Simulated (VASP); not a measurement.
Consider the following.

```yaml
crystal:
  lattice:
    - [1.54877, -2.68255, 0.00000]
    - [1.54877, 2.68255, 0.00000]
    - [0.00000, 0.00000, 3.52065]
  atoms:
    - { symbol: Mg, position: [0.00000, 0.00000, 0.00000] }
    - { symbol: B, position: [0.33333, 0.66667, 0.50000] }
    - { symbol: B, position: [0.66667, 0.33333, 0.50000] }
```

Level of theory: PBE GGA, VASP's PBE PAW potentials (set 64) (plane waves; VASP 6.6.1). Numerical set-up: 600 eV cut-off, 10×10×8 Γ-centred mesh, first-order Methfessel-Paxton smearing of 0.10 eV, potentials Mg B.

Q: Give the stress tensor in GPa (positive for a compressed cell).

A: 
```
-2.79   0.00   0.00
 0.00  -2.79   0.00
 0.00   0.00  -1.70
```
The pressure is its mean diagonal, -2.43 GPa.

The compound is MgB2 in the AlB2 type structure. This cell was strained or had an atom moved on purpose.
